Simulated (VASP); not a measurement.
Calculation: G0W0 on PBE orbitals, VASP's PBE PAW potentials (set 64) (plane waves; VASP 6.6.1).

VASP input:

**POSCAR**
```
BAs
1
    0.0000000000     2.3576990000     2.3576990000
    2.3576990000     0.0000000000     2.3576990000
    2.3576990000     2.3576990000     0.0000000000
B As
1 1
Direct
  0.0000000000   0.0000000000   0.0000000000
  0.2500000000   0.2500000000   0.2500000000
```

KPOINTS:
```
kpoints
0
G
  4 4 4
0 0 0
```

**INCAR**
```
# general
SYSTEM      = BAs
PREC        = Normal
ENCUT       = 500   # plane-wave cut-off (eV)
LREAL       = .FALSE.   # projection in real space or not
LASPH       = .TRUE.   # aspherical one-centre terms
NBANDS      = 160

# electronic loop
ALGO        = EVGW0

# smearing
ISMEAR      = 0   # Gaussian
SIGMA       = 0.01   # width (eV)

# functional
GGA         = PE   # PBE

# output
LWAVE       = .FALSE.
LCHARG      = .FALSE.

# other
NELMGW      = 1
NOMEGA      = 64
ENCUTGW     = 200
NBANDSGW    = 12
LSPECTRALGW = .TRUE.
```

POTCAR, in this order: B_GW As_GW (PBE.64 set). Program: vasp_std. Read from the step before: WAVECAR, WAVEDER.

Output

File OSZICAR:
```
energies w=
    0.000    0.000    0.597    0.000    1.193    0.000    1.787    0.000
    2.376    0.000    2.960    0.000    3.539    0.000    4.110    0.000
    4.675    0.000    5.232    0.000    5.781    0.000    6.323    0.000
    6.857    0.000    7.384    0.000    7.904    0.000    8.419    0.000
    8.928    0.000    9.432    0.000    9.933    0.000   10.431    0.000
   10.927    0.000   11.422    0.000   11.917    0.000   12.414    0.000
   12.914    0.000   13.417    0.000   13.926    0.000   14.442    0.000
   14.966    0.000   15.500    0.000   16.047    0.000   16.607    0.000
   17.183    0.000   17.778    0.000   18.395    0.000   19.036    0.000
   19.705    0.000   20.405    0.000   21.142    0.000   21.920    0.000
   22.747    0.000   23.627    0.000   24.569    0.000   25.583    0.000
   26.681    0.000   27.875    0.000   29.184    0.000   30.625    0.000
   32.225    0.000   34.015    0.000   36.034    0.000   38.332    0.000
   40.975    0.000   44.051    0.000   47.678    0.000   52.020    0.000
   57.313    0.000   63.908    0.000   72.347    0.000   83.518    0.000
   98.987    0.000  121.783    0.000  158.649    0.000  228.236    0.000
NQ=   1    0.0000    0.0000    0.0000,
 performed        110000 updates of chi_q(r,r)
NQ=   2    0.2500    0.0000    0.0000,
 performed        328000 updates of chi_q(r,r)
NQ=   3    0.5000    0.0000    0.0000,
 performed        515000 updates of chi_q(r,r)
NQ=   4    0.2500    0.2500    0.0000,
 performed        733000 updates of chi_q(r,r)
NQ=   5    0.5000    0.2500    0.0000,
 performed       1035000 updates of chi_q(r,r)
NQ=   6   -0.2500    0.2500    0.0000,
 performed       1306000 updates of chi_q(r,r)
NQ=   7    0.5000    0.5000    0.0000,
 performed       1470000 updates of chi_q(r,r)
NQ=   8   -0.2500    0.5000    0.2500,
 performed       1680000 updates of chi_q(r,r)
 resolving degeneracies of screened two electron integrals
```

OUTCAR:
```


 k-point   1 :       0.0000    0.0000    0.0000
  band No.  KS-energies  QP-energies   sigma(KS)   V_xc(KS)     V^pw_x(r,r')   Z            occupation Imag(sigma)

      1      -9.1367      -9.9892     -12.9151     -11.7307     -19.7561       0.7198       2.0000       1.2599
      2       6.6430       6.0334     -13.4775     -12.7080     -14.4440       0.7923       2.0000       0.0404
      3       6.6430       6.0334     -13.4775     -12.7080     -14.4440       0.7923       2.0000       0.0404
      4       6.6430       6.0334     -13.4775     -12.7080     -14.4440       0.7923       2.0000       0.0404
      5       9.9510      10.1772     -11.1947     -11.4814      -6.6679       0.7887       0.0000      -0.0693
      6       9.9510      10.1772     -11.1947     -11.4814      -6.6679       0.7887       0.0000      -0.0693
      7       9.9510      10.1772     -11.1947     -11.4814      -6.6679       0.7887       0.0000      -0.0693
      8      11.8050      12.2648     -12.0607     -12.6649      -6.3422       0.7611       0.0000      -0.1148
      9      16.3980      16.3513      -9.1265      -9.0674      -3.1067       0.7905       0.0000      -0.2662
     10      19.7282      19.6739     -10.6039     -10.5338      -4.4446       0.7761       0.0000      -0.3152
     11      19.7282      19.6739     -10.6039     -10.5338      -4.4446       0.7761       0.0000      -0.3152
     12      21.1291      21.1047      -9.1991      -9.1683      -2.5632       0.7924       0.0000      -0.5100

 k-point   2 :       0.2500    0.0000    0.0000
  band No.  KS-energies  QP-energies   sigma(KS)   V_xc(KS)     V^pw_x(r,r')   Z            occupation Imag(sigma)

      1      -8.0957      -8.8846     -12.9346     -11.8256     -19.4398       0.7114       2.0000       1.1026
      2       1.5665       0.8294     -12.8851     -11.9144     -15.4586       0.7594       2.0000       0.1187
      3       5.4437       4.8160     -13.2619     -12.4645     -14.5595       0.7872       2.0000       0.0486
      4       5.4437       4.8160     -13.2619     -12.4645     -14.5595       0.7872       2.0000       0.0486
      5       9.8975      10.1222     -11.4088     -11.6957      -6.5905       0.7835       0.0000      -0.0758
      6      11.3655      11.5961     -11.2292     -11.5244      -6.2764       0.7812       0.0000      -0.0894
      7      11.3655      11.5961     -11.2292     -11.5244      -6.2764       0.7812       0.0000      -0.0894
      8      14.8082      15.0828     -11.3809     -11.7461      -5.0436       0.7520       0.0000      -0.2117
      9      17.9500      17.8927     -10.0547      -9.9815      -4.0694       0.7813       0.0000      -0.2870
     10      17.9500      17.8927     -10.0547      -9.9815      -4.0694       0.7813       0.0000      -0.2870
     11      18.1312      18.1179      -9.3192      -9.3022      -3.0679       0.7800       0.0000      -0.3402
     12      21.6698      21.7444      -9.9846     -10.0822      -3.1002       0.7642       0.0000      -0.5535

 k-point   3 :       0.5000    0.0000    0.0000
  band No.  KS-energies  QP-energies   sigma(KS)   V_xc(KS)     V^pw_x(r,r')   Z            occupation Imag(sigma)

      1      -6.1167      -6.8307     -13.1846     -12.2108     -18.9740       0.7332       2.0000       0.8275
      2      -2.4512      -3.2655     -12.4565     -11.3437     -16.7869       0.7318       2.0000       0.3810
      3       4.7487       4.0856     -13.2914     -12.4440     -14.8999       0.7824       2.0000       0.0564
      4       4.7487       4.0856     -13.2914     -12.4440     -14.8999       0.7824       2.0000       0.0564
      5       9.5487       9.7474     -11.4565     -11.7099      -6.6528       0.7842       0.0000      -0.0730
      6      11.4479      11.6181     -10.7375     -10.9537      -5.7289       0.7873       0.0000      -0.0931
      7      11.4479      11.6181     -10.7375     -10.9537      -5.7289       0.7873       0.0000      -0.0931
      8      15.5702      15.5934      -9.6218      -9.6522      -3.2745       0.7637       0.0000      -0.2415
      9      19.6463      19.8232     -10.3931     -10.6276      -3.4512       0.7547       0.0000      -0.4218
     10      21.4864      21.5872     -10.6677     -10.8000      -3.6013       0.7621       0.0000      -0.5697
     11      21.4864      21.5872     -10.6677     -10.8000      -3.6013       0.7621       0.0000      -0.5697
     12      23.5569      23.7549     -11.3738     -11.6395      -3.7339       0.7450       0.0000      -0.8371

 k-point   4 :       0.2500    0.2500    0.0000
  band No.  KS-energies  QP-energies   sigma(KS)   V_xc(KS)     V^pw_x(r,r')   Z            occupation Imag(sigma)

      1      -7.7384      -8.5090     -12.9187     -11.8504     -19.3183       0.7213       2.0000       1.0521
      2       2.5192       1.8057     -13.4627     -12.5312     -15.7563       0.7659       2.0000       0.0974
      3       3.8144       3.1306     -12.9613     -12.0817     -14.7706       0.7775       2.0000       0.0663
      4       3.8144       3.1306     -12.9613     -12.0817     -14.7706       0.7775       2.0000       0.0663
      5       8.2643       8.3288     -10.6455     -10.7265      -6.3486       0.7960       0.0000      -0.0603
      6      11.2122      11.3025     -10.2167     -10.3315      -5.0525       0.7865       0.0000      -0.0942
      7      14.2383      14.5419     -11.7037     -12.1000      -5.8867       0.7663       0.0000      -0.1736
      8      14.2383      14.5419     -11.7037     -12.1000      -5.8867       0.7663       0.0000      -0.1736
      9      17.2378      17.4370     -11.3193     -11.5798      -4.7353       0.7651       0.0000      -0.3224
     10      20.8458      21.0211     -10.0151     -10.2423      -3.3235       0.7714       0.0000      -0.4970
     11      21.2540      21.2216     -10.6138     -10.5721      -4.1508       0.7780       0.0000      -0.4450
     12      24.1571      24.0519      -9.5047      -9.3679      -2.4735       0.7689       0.0000      -0.7468

 k-point   5 :       0.5000    0.2500    0.0000
  band No.  KS-energies  QP-energies   sigma(KS)   V_xc(KS)     V^pw_x(r,r')   Z            occupation Imag(sigma)

      1      -5.7058      -6.4084     -13.1293     -12.1680     -18.7427       0.7308       2.0000       0.7554
      2      -1.2873      -2.0936     -12.9571     -11.8614     -16.8694       0.7359       2.0000       0.2880
      3       1.7245       0.9732     -12.6479     -11.6694     -15.0641       0.7678       2.0000       0.1128
      4       3.3267       2.6190     -13.0001     -12.0846     -15.0312       0.7731       2.0000       0.0741
      5       9.0104       9.0500     -10.3764     -10.4263      -5.8107       0.7952       0.0000      -0.0675
      6      12.5924      12.8107     -10.8886     -11.1710      -5.3520       0.7731       0.0000      -0.1238
      7      14.5499      14.7308     -11.2778     -11.5141      -5.4206       0.7658       0.0000      -0.1793
      8      14.7185      14.9718     -11.2534     -11.5846      -5.2725       0.7648       0.0000      -0.1944
      9      18.9122      19.0944     -11.0539     -11.2964      -3.9653       0.7513       0.0000      -0.4349
     10      21.9095      21.9181     -10.6739     -10.6850      -3.6965       0.7695       0.0000      -0.5864
     11      22.7868      22.9208     -10.4598     -10.6358      -3.2217       0.7613       0.0000      -0.6776
     12      24.1046      24.1734     -10.4961     -10.5872      -3.2883       0.7551       0.0000      -0.7529

 k-point   6 :      -0.2500    0.2500    0.0000
  band No.  KS-energies  QP-energies   sigma(KS)   V_xc(KS)     V^pw_x(r,r')   Z            occupation Imag(sigma)

      1      -6.5070      -7.2568     -13.0485     -12.0278     -18.9749       0.7346       2.0000       0.8799
      2      -0.1518      -0.9234     -13.1256     -12.0832     -16.5512       0.7402       2.0000       0.2053
      3       1.3312       0.5716     -12.4387     -11.4455     -14.9694       0.7648       2.0000       0.1228
      4       4.5913       3.9270     -13.1919     -12.3429     -14.7765       0.7825       2.0000       0.0568
      5      10.2146      10.3646     -10.7413     -10.9320      -5.8877       0.7869       0.0000      -0.0780
      6      12.8743      13.1631     -11.2489     -11.6252      -5.6921       0.7676       0.0000      -0.1336
      7      13.7814      14.0656     -11.2319     -11.6008      -5.5120       0.7704       0.0000      -0.1515
      8      14.2562      14.4120     -11.2141     -11.4197      -5.1938       0.7579       0.0000      -0.1793
      9      17.0640      16.9670     -10.0313      -9.9082      -4.2956       0.7884       0.0000      -0.2388
     10      19.0521      19.1320     -10.5544     -10.6597      -3.7463       0.7585       0.0000      -0.4240
     11      22.7049      22.9324     -10.7849     -11.0842      -3.3645       0.7604       0.0000      -0.7086
     12      24.2647      24.1283      -9.7206      -9.5421      -2.7413       0.7643       0.0000      -0.6763

 k-point   7 :       0.5000    0.5000    0.0000
  band No.  KS-energies  QP-energies   sigma(KS)   V_xc(KS)     V^pw_x(r,r')   Z            occupation Imag(sigma)

      1      -4.7363      -5.3593     -13.1763     -12.3160     -18.3378       0.7242       2.0000       0.5972
      2      -2.1186      -2.9610     -13.1094     -11.9360     -17.5374       0.7179       2.0000       0.3741
      3       2.3861       1.6516     -12.9105     -11.9496     -15.2940       0.7644       2.0000       0.0914
      4       2.3861       1.6516     -12.9105     -11.9496     -15.2940       0.7644       2.0000       0.0914
      5       8.0006       7.9004     -10.2917     -10.1660      -5.9199       0.7973       0.0000      -0.0620
      6       8.0278       8.0704     -10.0466     -10.0997      -5.6648       0.8022       0.0000      -0.0615
      7      18.3783      18.7290     -11.9094     -12.3880      -4.5036       0.7327       0.0000      -0.4620
      8      18.3783      18.7290     -11.9094     -12.3880      -4.5036       0.7327       0.0000      -0.4620
      9      19.8649      20.1924     -11.4177     -11.8630      -3.9253       0.7355       0.0000      -0.5097
...
```
(Selected blocks of OUTCAR.)

The mesh is coarse and the basis finite, so the quasiparticle values are not converged.

The compound is BAs in the zinc blende structure. This cell is one point of a volume scan, at 0.96 of the reference volume. The k-mesh is coarse (spacing up to 0.58 per Å, 2π included), so the numbers may not be converged in it.
